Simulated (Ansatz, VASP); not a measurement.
# Cross-check of BAs between VASP and Ansatz, part 2 of 2

One calculation is typed for both programs; each brings its own data sets. How far apart do they land? The structure shown comes from an earlier Ansatz run, which isn't shown and may have moved the atoms alone.

VASP 6.6.1 and Ansatz 0.2.0.

So far: The structure; Ansatz: elastic constants, PBE.

### 3. VASP: elastic constants, PBE

Level of this step: PBE; plane waves and PAW (B, As) (VASP).

The same cell, functional and mesh now go to VASP, with its own data sets.

Lines of VASP's logs that name or quote its potential files are left out, and so is its time.

INCAR

```
SYSTEM = BAs
PREC = Accurate
ENCUT = 500
EDIFF = 1E-08
NELM = 120
ISMEAR = 0
SIGMA = 0.01
LREAL = .FALSE.
ALGO = Normal
GGA = PE
NBANDS = 10
LORBIT = 11
LWAVE = .FALSE.
LCHARG = .FALSE.
ISIF = 3
IBRION = 6
NFREE = 2
POTIM = 0.015
NSW = 1
LASPH = .TRUE.
GGA_COMPAT = .FALSE.
EFERMI = MIDGAP
```

POSCAR

```
BAs
1.0
    0.0000000000      2.4046570196      2.4046570196
    2.4046570196      0.0000000000      2.4046570196
    2.4046570196      2.4046570196      0.0000000000
B As
1 1
Direct
    0.0000000000      0.0000000000      0.0000000000
    0.2500000000      0.2500000000      0.2500000000
```

KPOINTS

```
Automatic mesh
0
Gamma
10 10 10
0 0 0
```

The projector-augmented-wave data sets are B and As (PBE family, release 64).

The run is started by

```console
$ mpirun -np 1 vasp_std
```

Numbers of over 12 decimals in the logs are rounded to 6 here.

What it wrote:

```text
[banner, memory and clock lines left out]
running    1 mpi-ranks, on    1 nodes
 distrk:  each k-point on    1 cores,    1 groups
 distr:  one band on    1 cores,    1 groups

 POSCAR found type information on POSCAR B As
 POSCAR found :  2 types and       2 ions
 LDA part: xc-table for (Slater+PW92), standard interpolation
 POSCAR, INCAR and KPOINTS ok, starting setup
 FFT: planning ... GRIDC
 FFT: planning ... GRID_SOFT
 FFT: planning ... GRID
 WAVECAR not read
 entering main loop
       N       E                     dE             d eps       ncg     rms          rms(c)
DAV:   1     0.126994024233E+02    0.12699E+02   -0.36583E+03   940   0.674E+02
DAV:   2    -0.112506745027E+02   -0.23950E+02   -0.22983E+02  1292   0.107E+02
DAV:   3    -0.120114358196E+02   -0.76076E+00   -0.75796E+00  1124   0.183E+01
DAV:   4    -0.120138404661E+02   -0.24046E-02   -0.24045E-02  1132   0.107E+00
DAV:   5    -0.120138438927E+02   -0.34266E-05   -0.34264E-05  1110   0.443E-02    0.479E+00
DAV:   6    -0.114740210672E+02    0.53982E+00   -0.15816E+00  1004   0.545E+00    0.234E+00
DAV:   7    -0.114192183358E+02    0.54803E-01   -0.18065E-01  1156   0.224E+00    0.963E-01
DAV:   8    -0.114126906533E+02    0.65277E-02   -0.20470E-02  1040   0.859E-01    0.990E-02
DAV:   9    -0.114129956774E+02   -0.30502E-03   -0.73493E-04  1076   0.169E-01    0.568E-02
DAV:  10    -0.114131618936E+02   -0.16622E-03   -0.22192E-04  1026   0.959E-02    0.132E-02
DAV:  11    -0.114131675439E+02   -0.56503E-05   -0.61551E-06  1198   0.177E-02    0.110E-02
DAV:  12    -0.114131675931E+02   -0.49191E-07   -0.28628E-06  1030   0.984E-03    0.326E-03
DAV:  13    -0.114131676420E+02   -0.48918E-07   -0.86209E-08  1172   0.204E-03    0.111E-03
DAV:  14    -0.114131677594E+02   -0.11741E-06   -0.16201E-08  1016   0.879E-04    0.108E-04
DAV:  15    -0.114131677646E+02   -0.51759E-08   -0.38660E-10   588   0.156E-04
   1 F= -.11413168E+02 E0= -.11413168E+02  d E =0.000000E+00
[... from here on, the cycles between the ionic steps are left out ...]
   2 F= -.11409518E+02 E0= -.11409518E+02  d E =0.000000E+00
   3 F= -.11406300E+02 E0= -.11406300E+02  d E =0.000000E+00
   8 F= -.11410007E+02 E0= -.11410007E+02  d E =0.000000E+00
   9 F= -.11410007E+02 E0= -.11410007E+02  d E =0.000000E+00
  10 F= -.11410007E+02 E0= -.11410007E+02  d E =0.000000E+00
  11 F= -.11410007E+02 E0= -.11410007E+02  d E =0.000000E+00
  12 F= -.11410007E+02 E0= -.11410007E+02  d E =0.000000E+00
  13 F= -.11410007E+02 E0= -.11410007E+02  d E =0.000000E+00
  14 F= -.11411350E+02 E0= -.11411350E+02  d E =0.000000E+00
  15 F= -.11411350E+02 E0= -.11411350E+02  d E =0.000000E+00
  16 F= -.11411350E+02 E0= -.11411350E+02  d E =0.000000E+00
 Finite differences progress:
  Degree of freedom:   8/  8
  Displacement:        1/  2
  Total:              15/ 16
 bond charge predicted
       N       E                     dE             d eps       ncg     rms          rms(c)
DAV:   1    -0.114109204438E+02    0.43004E-03   -0.25611E-01  3526   0.272E+00    0.148E-01
DAV:   2    -0.114113707240E+02   -0.45028E-03   -0.54351E-03  3954   0.523E-01    0.821E-02
DAV:   3    -0.114113489039E+02    0.21820E-04   -0.64766E-05  4054   0.566E-02    0.141E-02
DAV:   4    -0.114113502386E+02   -0.13347E-05   -0.35040E-06  4100   0.128E-02    0.376E-03
DAV:   5    -0.114113504771E+02   -0.23851E-06   -0.24256E-07  3900   0.359E-03    0.391E-04
DAV:   6    -0.114113504839E+02   -0.68259E-08   -0.10942E-08  3228   0.767E-04
  17 F= -.11411350E+02 E0= -.11411350E+02  d E =0.000000E+00
 Finite differences progress:
  Degree of freedom:   8/  8
  Displacement:        2/  2
  Total:              16/ 16
```

OUTCAR, selected parts (step 3):

```text
ion  position               nearest neighbor table
   1  0.000  0.000  0.000-   2 2.08   2 2.08   2 2.08   2 2.08
   2  0.250  0.250  0.250-   1 2.08   1 2.08   1 2.08   1 2.08

  LATTYP: Found a face centered cubic cell.
 ALAT       =     4.8093140392

 Subroutine GETGRP returns: Found 24 space group operations
 (whereof 24 operations were pure point group operations)

The static configuration has the point symmetry T_d .

 Found     47 irreducible k-points:

   k-points           NKPTS =     47   k-points in BZ     NKDIM =     47   number of bands    NBANDS=     10

   dimension x,y,z NGX =    28 NGY =   28 NGZ =   28
   dimension x,y,z NGXF=    56 NGYF=   56 NGZF=   56

   ENCUT  =  500.0 eV  36.75 Ry    6.06 a.u.   6.20  6.20  6.20*2*pi/ulx,y,z

   NELECT =       8.0000    total number of electrons

 k-points in reciprocal lattice and weights: Automatic mesh
   0.00000000  0.00000000  0.00000000       0.001
   0.10000000  0.00000000  0.00000000       0.008
   0.20000000  0.00000000  0.00000000       0.008
   0.30000000  0.00000000  0.00000000       0.008
   0.40000000  0.00000000  0.00000000       0.008
   0.50000000  0.00000000  0.00000000       0.004
   0.10000000  0.10000000  0.00000000       0.006
   0.20000000  0.10000000  0.00000000       0.024
   0.30000000  0.10000000  0.00000000       0.024
[...]
-0.30000000  0.40000000  0.20000000       0.024
  -0.30000000  0.50000000  0.20000000       0.012

 average (electrostatic) potential at core
       1 -27.0382       2 -48.9717

 E-fermi :   6.5541

 k-point     1 :       0.0000    0.0000    0.0000
  band No.  band energies     occupation
      1      -9.3136      2.00000
      2       5.8004      2.00000
      3       5.9059      2.00000
      4       6.0092      2.00000
      5       9.0754      0.00000
      6       9.1550      0.00000
      7       9.2376      0.00000
      8      10.3357      0.00000
      9      15.3902      0.00000
    ...

 k-point     2 :       0.1000    0.0000    0.0000
  band No.  band energies     occupation
      1      -9.1523      2.00000
      2       4.4735      2.00000
      3       5.5765      2.00000
      4       5.7003      2.00000
      5       9.2817      0.00000
      6       9.4759      0.00000
      7       9.5851      0.00000
      8      11.2571      0.00000
      9      16.0201      0.00000
    ...

 k-point     3 :       0.2000    0.0000    0.0000
  band No.  band energies     occupation
      1      -8.6766      2.00000
      2       2.1557      2.00000
      3       5.0086      2.00000
      4       5.1212      2.00000
      5       9.0312      0.00000
      6      10.1907      0.00000
      7      10.3111      0.00000
      8      12.9197      0.00000
      9      17.0113      0.00000
    ...

  Total        0.1045646      0.1078115      0.1078115      0.0000000      0.1021994      0.0000000
  in kB        6.0242887      6.2113520      6.2113520      0.0000000      5.8880228      0.0000000
  external PRESSURE =       6.1489976 kB  Pullay stress =       0.0000000 kB

  energy-cutoff  :      500.00
  volume of cell :       27.81
      direct lattice vectors                 reciprocal lattice vectors
     0.000000000  2.404657020  2.404657020    -0.207929861  0.207929861  0.207929861
     2.404657020  0.000000000  2.404657020     0.207929861 -0.207929861  0.207929861
     2.404657020  2.404657020  0.000000000     0.207929861  0.207929861 -0.207929861

 POSITION                                       TOTAL-FORCE (eV/Angst)
 -----------------------------------------------------------------------------------
      0.00000      0.00000      0.00000        -0.242295      0.000000      0.000000
      1.18733      1.20233      1.20233         0.242295      0.000000      0.000000
 -----------------------------------------------------------------------------------
    total drift:                               -0.000032     -0.000000     -0.000000

  FREE ENERGIE OF THE ION-ELECTRON SYSTEM (eV)
  ---------------------------------------------------
  free  energy   TOTEN  =       -11.4113504839 eV

  energy  without entropy=      -11.4113504839  energy(sigma->0) =      -11.41135048

  SYMMETRIZED ELASTIC MODULI (kBar)
 Direction    XX          YY          ZZ          XY          YZ          ZX
 --------------------------------------------------------------------------------
 XX        2686.3474    663.1371    663.1371      0.0000      0.0000      0.0000
 YY         663.1371   2686.3474    663.1371      0.0000     -0.0000     -0.0000
 ZZ         663.1371    663.1371   2686.3474      0.0000     -0.0000      0.0000
 XY           0.0000      0.0000      0.0000   1619.1312      0.0000      0.0000
 YZ           0.0000     -0.0000     -0.0000      0.0000   1619.1312      0.0000
 ZX           0.0000     -0.0000      0.0000      0.0000      0.0000   1619.1312
 --------------------------------------------------------------------------------

 Eigenvectors and eigenvalues of the dynamical matrix
 ----------------------------------------------------

   1 f  =   20.441517 THz   128.437839 2PiTHz  681.855608 cm-1    84.539283 meV
             X         Y         Z           dx          dy          dz
      0.000000  0.000000  0.000000     0.000000    0.934828   -0.000000
      1.202329  1.202329  1.202329     0.000000   -0.355101    0.000000

   2 f  =   20.441517 THz   128.437839 2PiTHz  681.855608 cm-1    84.539283 meV
             X         Y         Z           dx          dy          dz
      0.000000  0.000000  0.000000    -0.000000    0.000000    0.934828
      1.202329  1.202329  1.202329    -0.000000    0.000000   -0.355101

   3 f  =   20.441517 THz   128.437839 2PiTHz  681.855608 cm-1    84.539283 meV
             X         Y         Z           dx          dy          dz
      0.000000  0.000000  0.000000     0.934828   -0.000000    0.000000
      1.202329  1.202329  1.202329    -0.355101    0.000000    0.000000

   4 f/i=    0.000118 THz     0.000742 2PiTHz    0.003940 cm-1     0.000488 meV
             X         Y         Z           dx          dy          dz
      0.000000  0.000000  0.000000    -0.254748    0.219097    0.114879
      1.202329  1.202329  1.202329    -0.670641    0.576786    0.302427

   5 f/i=    0.000118 THz     0.000742 2PiTHz    0.003940 cm-1     0.000488 meV
             X         Y         Z           dx          dy          dz
      0.000000  0.000000  0.000000     0.115709   -0.040223    0.333302
      1.202329  1.202329  1.202329     0.304613   -0.105890    0.877440

   6 f/i=    0.000118 THz     0.000742 2PiTHz    0.003940 cm-1     0.000488 meV
             X         Y         Z           dx          dy          dz
      0.000000  0.000000  0.000000    -0.218659   -0.276543    0.042537
      1.202329  1.202329  1.202329    -0.575635   -0.728017    0.111980

 ELASTIC MODULI CONTR FROM IONIC RELAXATION (kBar)
 Direction    XX          YY          ZZ          XY          YZ          ZX
 --------------------------------------------------------------------------------
 XX          -0.0000     -0.0000     -0.0000     -0.0000     -0.0000      0.0000
 YY          -0.0000     -0.0000     -0.0000     -0.0000     -0.0000      0.0000
 ZZ          -0.0000     -0.0000     -0.0000     -0.0000     -0.0000      0.0000
 XY          -0.0000     -0.0000     -0.0000   -165.4126      0.0000      0.0000
 YZ          -0.0000     -0.0000     -0.0000      0.0000   -165.4126      0.0000
 ZX           0.0000      0.0000      0.0000      0.0000      0.0000   -165.4126
 --------------------------------------------------------------------------------

 TOTAL ELASTIC MODULI (kBar)
 Direction    XX          YY          ZZ          XY          YZ          ZX
 --------------------------------------------------------------------------------
 XX        2686.3474    663.1371    663.1371      0.0000     -0.0000      0.0000
 YY         663.1371   2686.3474    663.1371     -0.0000     -0.0000      0.0000
 ZZ         663.1371    663.1371   2686.3474     -0.0000     -0.0000      0.0000
 XY           0.0000     -0.0000     -0.0000   1453.7186      0.0000      0.0000
 YZ          -0.0000     -0.0000     -0.0000      0.0000   1453.7186      0.0000
 ZX           0.0000      0.0000      0.0000      0.0000      0.0000   1453.7186
 --------------------------------------------------------------------------------

 total charge
# of ion       s       p       d       tot
------------------------------------------
    1        0.658   1.158   0.000   1.815
    2        1.173   1.646   0.084   2.904
--------------------------------------------------
tot          1.831   2.803   0.084   4.719

[... 3 further parts left out ...]
```

CONTCAR:

```
BAs
   1.00000000000000
     0.0000000000000000    2.4046570196000001    2.4046570196000001
     2.4046570196000001    0.0000000000000000    2.4046570196000001
     2.4046570196000001    2.4046570196000001    0.0000000000000000
  B               As
     1     1
Direct
     0.0000000000000000    0.0000000000000000    0.0000000000000000
     0.2531189479160099    0.2468810520839901    0.2468810520839901
```

Levels, forces or a CONTCAR printed for this step are those of its last displaced cell, not of the structure at rest.

### 4. Side by side

Known differences besides the potentials themselves: fixed occupations in Ansatz, narrow Gaussian smearing in VASP; the data sets hold 18 valence electrons in Ansatz (on its PAW soft_1 files) and 8 in VASP; the cutoff is 320 eV in Ansatz and 500 eV in VASP; VASP takes each elastic constant from one size of strain, Ansatz from those that its log lists; Ansatz's log warns that its cutoff lies below the recommended one. Total energies have different zeros and are not compared.

Compared:

| quantity | Ansatz | VASP | difference |
| --- | --- | --- | --- |
| C11 (GPa) | 264.6 | 268.6 | -1.49 % |
| C22 (GPa) | 264.6 | 268.6 | -1.49 % |
| C33 (GPa) | 264.6 | 268.6 | -1.49 % |
| C12 (GPa) | 62.3 | 66.3 | -6.08 % |
| C13 (GPa) | 62.3 | 66.3 | -6.08 % |
| C23 (GPa) | 62.3 | 66.3 | -6.08 % |
| C44 (GPa) | 143.7 | 145.4 | -1.14 % |
| C55 (GPa) | 143.7 | 145.4 | -1.14 % |
| C66 (GPa) | 143.7 | 145.4 | -1.14 % |

### 5. Summary of results

- difference in C12 (elastic constants, PBE): -6.1 %

In words: The difference in C12 is -6.1 % (elastic constants, PBE), beyond the 5 % picked in this series as the mark of a large difference. The data sets hold unlike numbers of valence electrons (18 in Ansatz and 8 in VASP), so part of the differences comes from the potentials. Such differences can come from data sets, numerical settings and the points named under the comparisons, not from the functional's error against experiment.

[Lines on the potential files, build, host, timing and source positions are cut from VASP's logs without a mark.]

[Logs are printed without paths, hosts, clocks, repeated set-up lines and the standing remarks that a program may print on its own settings, such as how far it seeks lower states.]

[Hosts, paths, dates, database ids (printed as entryN), source tags and the programs' standing remarks are cut or masked in the printed files.]
